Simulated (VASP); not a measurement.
The input files of a VASP run:

**POSCAR**
```
Co
1.0
  1.2432969283  -2.1534536786   0.0000000000
  1.2432969283   2.1534536786   0.0000000000
  0.0000000000   0.0000000000   4.0073946056
Co
2
Cartesian
  1.2432969283   0.7178193285   1.0018486514
  1.2432969283  -0.7178193285   3.0055459542
```

INCAR:
```
AGGAC  =  0.0
ALGO  =  Normal
EDIFF  =  1E-7
ENCUT  =  520
GGA  =  BO
ISIF  =  2
ISMEAR  =  -5
ISPIN  =  2
LASPH  =  T
LCHARG  =  T
LMAXMIX  =  4
LORBIT  =  11
LREAL  =  F
LUSE_VDW  =  T
LWAVE  =  F
MAGMOM  =  1.6 1.6
NEDOS  =  601
NELM  =  100
PARAM1  =  0.1833333333
PARAM2  =  0.22
PREC  =  Accurate
SYSTEM  =  Co
```

File KPOINTS:
```
kpoints
0
Gamma
 19 19 10
```

POTCAR, in this order: Co (PBE.64 set). Program: vasp_std.

Q: Translate this optB88-vdW calculation to Quantum ESPRESSO's pw.x.

A: One equivalent input (not run):
```
&CONTROL
  calculation = 'scf'
  pseudo_dir = './pseudo'
  outdir = './out'
  tprnfor = .true.
  tstress = .true.
/
&SYSTEM
  ibrav = 0
  nat = 2
  ntyp = 1
  ecutwfc = 96
  occupations = 'tetrahedra'
  input_dft = 'vdw-df-obk8'
  nspin = 2
  starting_magnetization(1) = 0.16
/
&ELECTRONS
  conv_thr = 7.3e-09
  electron_maxstep = 100
/
ATOMIC_SPECIES
  Co 58.933 Co.upf
CELL_PARAMETERS angstrom
     1.2432969   -2.1534537    0.0000000
     1.2432969    2.1534537   -0.0000000
     0.0000000    0.0000000    4.0073946
ATOMIC_POSITIONS crystal
  Co   0.3333330  0.6666670  0.2500000
  Co   0.6666670  0.3333330  0.7500000
K_POINTS automatic
  19 19 10 0 0 0
```
Limits of the translation: the potentials are each code's own (VASP's PAW set, PseudoDojo norm-conserving files in pw.x), so ENCUT and ecutwfc are chosen apart and not converted; conv_thr bounds pw.x's estimated SCF error, while EDIFF bounds the energy change between steps; starting_magnetization is a fraction of the valence charge and MAGMOM a moment in μB, so they match only roughly.

The compound is Co in the hcp structure. It was relaxed first.
